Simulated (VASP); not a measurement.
An input for Ansatz (written as the equivalent of a VASP run, and not itself run):

Ansatz 0.2 input:
```yaml
crystal:
  lattice:
    - [0.0000000, 3.0192000, 3.0192000]
    - [3.0192000, 0.0000000, 3.0192000]
    - [3.0192000, 3.0192000, 0.0000000]
  atoms:
    - { symbol: Ca, position: [0.0000000, 0.0000000, 0.0000000] }
    - { symbol: Se, position: [0.5000000, 0.5000000, 0.5000000] }
kpoints:
  mp_grid: { grid: [7, 7, 7] }
hamiltonian:
  xc: pbe
  pseudopotentials: { kind: paw }
scf:
  occupations: { method: gaussian, width: 0.05 }
  max_iter: 100
output: { forces: true, stress: true, eigenvalues: true }
```

Problem. Write the VASP files for the same calculation (PBE).

Solution. One answer among several that fit: 
INCAR:
```
# general
SYSTEM =CaSe
PREC   =Accurate
ENCUT  =400
LREAL  =.False.
LASPH  =.True.

# electronic loop
EDIFF  =1E-6
NELM   =100
ALGO   =Normal
LMAXMIX=4

# smearing
ISMEAR =0
SIGMA  =0.05

# functional
GGA    =PE

# ions
ISIF   =2

# output
LWAVE  =.False.
LCHARG =.False.
```

### KPOINTS
```
Automatic mesh
0
Gamma
7 7 7
0 0 0
```

File POSCAR:
```
CaSe
1.0
  0.0000000000   3.0192000000   3.0192000000
  3.0192000000   0.0000000000   3.0192000000
  3.0192000000   3.0192000000   0.0000000000
Ca Se
1 1
Cart
  0.0000000000   0.0000000000   0.0000000000
  3.0192000000   3.0192000000   3.0192000000
```

POTCAR, in this order: Ca_sv Se (PBE.64 set). Program: vasp_std.

The two are equivalent in intent, not identical: each code has its own PAW files, so the cut-off isn't converted (ENCUT is set for VASP's; basis.ecutwfc is left out, and Ansatz then takes the one that its files recommend); Ansatz stops its SCF on the density residual and VASP on the energy change (EDIFF).

The compound is CaSe in the rock salt structure. The cell was not relaxed at this level.
